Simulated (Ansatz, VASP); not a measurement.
Nb2BS2 in VASP and in Ansatz

```
Nb S B
1.0
     3.27280    0.00000    0.00000
    -1.63640    2.83433    0.00000
     0.00000    0.00000    8.55693
Nb S B
2 2 1
Direct
  0.33333 0.66667 0.14925
  0.66667 0.33333 0.85075
  0.33333 0.66667 0.66541
  0.66667 0.33333 0.33459
  0.00000 0.00000 0.00000
```

Alike in both runs: functional r2SCAN; k mesh 9 × 9 × 3; no spin polarisation.

Ansatz relaxed the structure, and its values are those at the end. VASP's run is a single point on that final structure, the one shown.

|  | VASP | Ansatz |
| --- | --- | --- |
| version | VASP 6.6.1 | Ansatz 0.2.0 |
| potentials or method | VASP PAW PBE potentials, release 64 (Nb_sv, S, B) | PAW plane waves |
| plane-wave cutoff (eV) | 520 | 500 |
| occupations | fermi-dirac, width 0.1 eV | fermi-dirac |
| valence electrons in the cell | 41 | 41 |

|  | VASP | Ansatz | Ansatz less VASP |
| --- | --- | --- | --- |
| pressure (GPa) | 5.7 | 6.0 | +0.28 |
| rms of the force components (eV/Å) | 0.010 | 0.003 | -0.0077 |

Ansatz warned: «stress_scf_threshold_loose».

Caveats: the PAW data sets were made with another functional, which shifts forces and pressure a little (VASP).
